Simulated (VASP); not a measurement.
Input:

```
CdZnS2
1.0
    3.88929     0.00000     0.00000
   -1.94464     3.36822     0.00000
    0.00000     0.00000     6.45224
Zn Cd S
1 1 2
Direct
  0.00000   0.00000   0.99867
  0.33333   0.66667   0.50759
  0.33333   0.66667   0.89247
  0.00000   0.00000   0.35327
```

Calculation: LDA (Ceperley-Alder, Perdew-Zunger), VASP's LDA PAW potentials (set 64) (plane waves; VASP). Settings: 400 eV cut-off, 7×7×4 Γ-centred mesh, tetrahedra with Blöchl corrections, potentials Zn Cd S.

Problem. What does the run give for the energy per atom (σ→0)?

Solution. 
```
Item                            Value
---------------------  --------------
energy per atom (σ→0)  -3.869 eV/atom
```

Total energies compare only between runs with the same potentials, cut-off and functional.

The structure comes from a computed database's ZnCdS2 entry (P3m1); how it stands against other phases isn't given here. It was relaxed first, which changed the volume by -8 %.
